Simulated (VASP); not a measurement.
VASP input:

**INCAR**
```
# general
SYSTEM   = YN
PREC     = Accurate
ENCUT    = 520
LREAL    = F
LASPH    = T

# electronic loop
EDIFF    = 1E-6
NELM     = 100
ALGO     = Normal
LMAXMIX  = 4

# smearing
ISMEAR   = 0
SIGMA    = 0.05

# functional
GGA      = BO
LUSE_VDW = T
AGGAC    = 0.0
PARAM1   = 0.1833333333
PARAM2   = 0.22

# ions
IBRION   = 2
NSW      = 60
ISIF     = 3
EDIFFG   = -0.01

# output
LWAVE    = F
LCHARG   = F
```

File POSCAR:
```
YN
1.0
  0.0000000000   2.4400000000   2.4400000000
  2.4400000000   0.0000000000   2.4400000000
  2.4400000000   2.4400000000   0.0000000000
Y N
1 1
direct
  0.0000000000   0.0000000000   0.0000000000
  0.5000000000   0.5000000000   0.5000000000
```

### KPOINTS
```
Automatic mesh
0
Gamma
8 8 8
0 0 0
```

POTCAR, in this order: Y_sv N (PBE.64 set). Program: vasp_std.

### Question
Write an equivalent input for Quantum ESPRESSO's pw.x.

### Answer
One equivalent input (not run):
```
&CONTROL
  calculation = 'vc-relax'
  pseudo_dir = './pseudo'
  outdir = './out'
  tprnfor = .true.
  tstress = .true.
  nstep = 60
  forc_conv_thr = 0.00039
/
&SYSTEM
  ibrav = 0
  nat = 2
  ntyp = 2
  ecutwfc = 84
  occupations = 'smearing'
  smearing = 'gaussian'
  degauss = 0.003675
  input_dft = 'vdw-df-obk8'
/
&ELECTRONS
  conv_thr = 7.3e-08
  electron_maxstep = 100
/
&IONS
/
&CELL
/
ATOMIC_SPECIES
  Y 88.906 Y.upf
  N 14.007 N.upf
CELL_PARAMETERS angstrom
     0.0000000    2.4400000    2.4400000
     2.4400000    0.0000000    2.4400000
     2.4400000    2.4400000    0.0000000
ATOMIC_POSITIONS crystal
  Y    0.0000000  0.0000000  0.0000000
  N    0.5000000  0.5000000  0.5000000
K_POINTS automatic
  8 8 8 0 0 0
```
Limits of the translation: the potentials are each code's own (VASP's PAW set, PseudoDojo norm-conserving files in pw.x), so ENCUT and ecutwfc are chosen apart and not converted; conv_thr bounds pw.x's estimated SCF error, while EDIFF bounds the energy change between steps; forc_conv_thr acts on force components and is met together with etot_conv_thr.

The compound is YN in the rock salt structure. This run relaxes it. Symmetry was kept, so distortions that lower it aren't found.
